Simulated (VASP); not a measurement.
A convergence study with VASP on RbBr (rock salt): one setting is varied, all else stays as given below, so the limit is that of these other settings. Each run relaxes cell and ions; the cell shown is the tightest run's result. The basis is that of the starting cell, so low cut-offs carry a Pulay error.

```yaml
crystal:
  lattice:
    - [0.00000, 3.51101, 3.51101]
    - [3.51101, 0.00000, 3.51101]
    - [3.51101, 3.51101, 0.00000]
  atoms:
    - { symbol: Rb, position: [0.00000, 0.00000, 0.00000] }
    - { symbol: Br, position: [0.50000, 0.50000, 0.50000] }
```

The numbers are results of PBE GGA, VASP's PBE PAW potentials (set 64) (plane waves; VASP), not measurements. The tightest run used: 700 eV cut-off, 6×6×6 Γ-centred mesh, Gaussian smearing of 0.050 eV, potentials Rb_sv Br.

The reference is ENCUT = 700, which took about 2 core-minutes. Times come from single runs on busy shared machines, so they are rough: good to a factor of about 2.

Q: Of the settings ENCUT = 150; ENCUT = 200; ENCUT = 250; ENCUT = 300; ENCUT = 350; ENCUT = 400; ENCUT = 450; ENCUT = 500; ENCUT = 550; ENCUT = 600; ENCUT = 650; ENCUT = 700, which is the lowest that keeps the difference from the reference in relaxed volume (Å³/atom) within 0.05 from there on, and what does it cost?

A: ENCUT = 500; its cost over the reference is within a factor of 2.
```json
[
 {"setting": "ENCUT = 150", "difference in relaxed volume (Å³/atom)": "7.977", "cost over the reference": "about 1/4"},
 {"setting": "ENCUT = 200", "difference in relaxed volume (Å³/atom)": "2.665", "cost over the reference": "about 1/4"},
 {"setting": "ENCUT = 250", "difference in relaxed volume (Å³/atom)": "0.655", "cost over the reference": "within a factor of 2"},
 {"setting": "ENCUT = 300", "difference in relaxed volume (Å³/atom)": "0.187", "cost over the reference": "about 1/2"},
 {"setting": "ENCUT = 350", "difference in relaxed volume (Å³/atom)": "0.022", "cost over the reference": "within a factor of 2"},
 {"setting": "ENCUT = 400", "difference in relaxed volume (Å³/atom)": "0.026", "cost over the reference": "within a factor of 2"},
 {"setting": "ENCUT = 450", "difference in relaxed volume (Å³/atom)": "0.073", "cost over the reference": "within a factor of 2"},
 {"setting": "ENCUT = 500", "difference in relaxed volume (Å³/atom)": "0.026", "cost over the reference": "within a factor of 2"},
 {"setting": "ENCUT = 550", "difference in relaxed volume (Å³/atom)": "0.007", "cost over the reference": "within a factor of 2"},
 {"setting": "ENCUT = 600", "difference in relaxed volume (Å³/atom)": "0.012", "cost over the reference": "within a factor of 2"},
 {"setting": "ENCUT = 650", "difference in relaxed volume (Å³/atom)": "0.003", "cost over the reference": "within a factor of 2"},
 {"setting": "ENCUT = 700", "difference in relaxed volume (Å³/atom)": "0.000", "cost over the reference": "reference"}
]
```

Left out are rungs that failed or repeat a setting and relaxations that didn't move; long series are thinned to 24 rows.

The compound is RbBr in the rock salt structure.
